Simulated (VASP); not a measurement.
Here is the system:

```
Rb2Te5
1.0
    5.86799    -4.63622     0.00000
    5.86799     4.63622     0.00000
   -2.63386     0.00000     5.17721
Rb Te
2 5
Direct
  0.31837   0.31837   0.64140
  0.68163   0.68163   0.35860
  0.00000   0.00000   0.00000
  0.85460   0.32992   0.75896
  0.14540   0.67008   0.24104
  0.67008   0.14540   0.24104
  0.32992   0.85460   0.75896
```

Method: LDA (Ceperley-Alder, Perdew-Zunger), VASP's LDA PAW potentials (set 64) (plane waves; VASP 6.6.1). Settings: 300 eV cut-off, 2×2×3 Γ-centred mesh, Fermi-Dirac smearing of 0.050 eV, potentials Rb_sv Te.

At this cut-off the stress carries a Pulay error, which pulls relaxed volumes low. Energy and stress use the plane-wave basis of the starting cell.

The ions, cell shape and volume are relaxed. What does this cell relax into?

```
Rb2Te5
1.0
    5.42703    -4.45786    -0.13644
    5.42703     4.45786    -0.13644
   -2.55798     0.00000     5.21760
Rb Te
2 5
Direct
  0.31593   0.31593   0.63687
  0.68407   0.68407   0.36313
  0.00000   0.00000   0.00000
  0.85478   0.34749   0.77380
  0.14522   0.65251   0.22620
  0.65251   0.14522   0.22620
  0.34749   0.85478   0.77380
```
Space group C2/m (12), at a tolerance of 0.03 Å.

How do energy and volume change from the first to the last step?

The energy (σ→0) changes by -36.7 meV/atom and the volume by -11.5 %, in 17 ionic steps.

The structure comes from a computed database's Rb2Te5 entry; how it stands against other phases isn't given here. This run relaxes it. Symmetry was kept, so distortions that lower it aren't found. The k-mesh is coarse (spacing up to 0.48 per Å, 2π included), so the numbers may not be converged in it. The run is one of a series of settings (EDIFFG = -0.01, IBRION = 2, ISIF = 3, NSW = 50 against the base run), some of them coarse on purpose.
